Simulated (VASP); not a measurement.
Data:

```
Tb
1.0
    1.80000    -3.11769     0.00000
    1.80000     3.11769     0.00000
    0.00000     0.00000     5.69000
Tb
2
Direct
  0.33333   0.66667   0.25000
  0.66667   0.33333   0.75000
```
Cell charge +0.1.

Computed with PBE GGA, VASP's PBE PAW potentials (set 64) (plane waves; VASP). Run with NELECT = 17.9, 400 eV cut-off, 11×11×6 Γ-centred mesh, Gaussian smearing of 0.050 eV, potentials Tb_3.

The 4f electrons are frozen in the core of the lanthanide potential, so 4f levels, which can set the real gap, and their magnetism are missing. The cell is charged, with a uniform compensating background.

**Question.** Estimate the energy per atom (σ→0), band gap (on the k-mesh) with the smallest direct gap where there is one.

**Answer.** 
```
Item                                                        Result
------------------------  ----------------------------------------
band gap (on the k-mesh)  none (metal, semimetal or under 0.01 eV)
energy per atom (σ→0)                               -4.723 eV/atom
```

The compound is Tb in the hcp structure. The cell was not relaxed at this level. The run is one of a series of settings (ISMEAR = 0, NELECT = 17.9, SIGMA = 0.05 against the base run), some of them coarse on purpose.
